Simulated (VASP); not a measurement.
Input:

```xyz
2
Lattice="3.9597 -2.2072 -0.0310 3.9597 2.2072 -0.0310 2.7577 0.0000 3.5982" Properties=species:S:1:pos:R:3 pbc="T T T"
Sb     2.5203     0.0000     0.8347
Sb     8.1567     0.0000     2.7015
```

These are PBE GGA with D3 dispersion (Becke-Johnson damping), VASP's PBE PAW potentials (set 64) (plane waves; VASP 6.6.1) values and carry that method's errors. Numerical set-up: 520 eV cut-off, 8×8×8 Γ-centred mesh, Gaussian smearing of 0.050 eV, potentials Sb.

The ions and cell shape at fixed volume are relaxed. Predict the relaxed structure.

```xyz
2
Lattice="4.0131 -2.1899 -0.0027 4.0131 2.1899 -0.0027 2.8206 0.0000 3.5979" Properties=species:S:1:pos:R:3 pbc="T T T"
Sb     2.5279     0.0000     0.8372
Sb     8.3190     0.0000     2.7552
```
Space group R-3m (166), at a tolerance of 0.03 Å.

How much energy does the relaxation gain?

The energy (σ→0) changes by -5.2 meV/atom, in 6 ionic steps.

The compound is Sb in the a7 structure. This cell is one point of a volume scan, at 1.06 of the reference volume. Symmetry was kept, so distortions that lower it aren't found.
